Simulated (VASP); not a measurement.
Consider the following.

```yaml
crystal:
  lattice:
    - [-1.62500, 1.62500, 2.47500]
    - [1.62500, -1.62500, 2.47500]
    - [1.62500, 1.62500, -2.47500]
  atoms:
    - { symbol: In, position: [0.00000, 0.00000, 0.00000] }
```

Level of theory: PBE GGA, VASP's PBE PAW potentials (set 64) (plane waves; VASP). Numerical set-up: 300 eV cut-off, 15×15×15 Γ-centred mesh, Fermi-Dirac smearing of 0.10 eV, potentials In_d.

At this cut-off the stress carries a Pulay error, which pulls relaxed volumes low.

### Question
Give the stress tensor in GPa (positive for a compressed cell).

### Answer

```
1.65  0.00  0.00
0.00  1.65  0.00
0.00  0.00  1.24
```
The pressure is its mean diagonal, 1.51 GPa.

The structure is a typed In crystal (I4/mmm). The cell was not relaxed at this level.
